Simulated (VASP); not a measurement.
Input:

Space group P6₃/mmc (No. 194); a = b = 3.971 Å, c = 5.161 Å, α = β = 90.00°, γ = 120.00°

| atom | site | symmetry | x | y | z |
|---|---|---|---|---|---|
| Ni | 2a | -3m. | 0.0000 | 0.0000 | 0.0000 |
| Sb | 2c | -6m2 | 0.3333 | 0.6667 | 0.2500 |

Level of theory: PBE GGA, VASP's PBE PAW potentials (set 64) (plane waves; VASP). Settings: 480 eV cut-off, 8×8×6 Γ-centred mesh, first-order Methfessel-Paxton smearing of 0.10 eV, potentials Ni Sb.

Each relaxation starts from this cell; other phases were not tried.

Task: The cell is relaxed at 1 GPa. What happens?

Result: The volume per atom goes from 17.62 to 17.49 Å³ (-0.8 %), and the cell becomes a = 3.961 Å, b = 3.961 Å, c = 5.149 Å, α = 90.00°, β = 90.00°, γ = 120.00°, space group P6_3/mmc.

Task: The cell is relaxed at 20 GPa. What happens?

Result: The volume per atom goes from 17.62 to 15.47 Å³ (-12.2 %), and the cell becomes a = b = 3.807 Å, c = 4.929 Å, α = β = 90.00°, γ = 120.00°, space group P6_3/mmc.

Failed runs are left out, and for metals the shear rows, which the mesh's noise covers.

The compound is NiSb in the NiAs type structure. The run is not spin-polarised, so no magnetic state was tried.
